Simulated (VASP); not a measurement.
VASP ran on this input.

INCAR:
```
SYSTEM = ZrAg2
PREC = Accurate
ENCUT = 400
EDIFF = 1E-6
NELM = 100
ALGO = Normal
LREAL = .FALSE.
LASPH = .TRUE.
ISMEAR = 0
SIGMA = 0.05
GGA = PE
LMAXMIX = 4
LWAVE = .FALSE.
LCHARG = .FALSE.
ISIF = 2
HFSCREEN = 0.2
AEXX = 0.25
LHFCALC = .TRUE.
PRECFOCK = Fast
ISYM = 3
```

**KPOINTS**
```
Automatic mesh
0
Gamma
2 2 2
0 0 0
```

**POSCAR**
```
ZrAg2
1.0
 -1.7716700000   1.7716700000   4.5049200000
  1.7716700000  -1.7716700000   4.5049200000
  1.7716700000   1.7716700000  -4.5049200000
Zr Ag
1 2
Cart
  0.0000000000   0.0000000000   0.0000000000
  0.0000000000  -0.0000000000   6.0590273016
 -0.0000000000   0.0000000000   2.9508126984
```

POTCAR, in this order: Zr_sv Ag (PBE.64 set). Program: vasp_std.

**Question.** Write an equivalent input for Ansatz.

**Answer.** One equivalent input (not run):
Ansatz 0.2 input:
```yaml
crystal:
  lattice:
    - [-1.7716700, 1.7716700, 4.5049200]
    - [1.7716700, -1.7716700, 4.5049200]
    - [1.7716700, 1.7716700, -4.5049200]
  atoms:
    - { symbol: Zr, position: [0.0000000, 0.0000000, 0.0000000] }
    - { symbol: Ag, position: [0.6724900, 0.6724900, 0.0000000] }
    - { symbol: Ag, position: [0.3275100, 0.3275100, 0.0000000] }
kpoints:
  mp_grid: { grid: [2, 2, 2] }
hamiltonian:
  xc: hse06
  pseudopotentials: { kind: paw }
scf:
  occupations: { method: gaussian, width: 0.05 }
  max_iter: 100
output: { forces: true, stress: true, eigenvalues: true }
```
Limits of the translation: each code has its own PAW files, so the cut-off isn't converted (ENCUT is set for VASP's; basis.ecutwfc is left out, and Ansatz then takes the one that its files recommend); Ansatz stops its SCF on the density residual and VASP on the energy change (EDIFF); Ansatz's hse06 screens at 0.11 per bohr (0.208 per Å), slightly more than HFSCREEN = 0.2.

The structure comes from a computed database's ZrAg2 entry (I4/mmm); how it stands against other phases isn't given here. The cell was not relaxed at this level. The k-mesh is coarse (spacing up to 1.25 per Å, 2π included), so the numbers may not be converged in it.
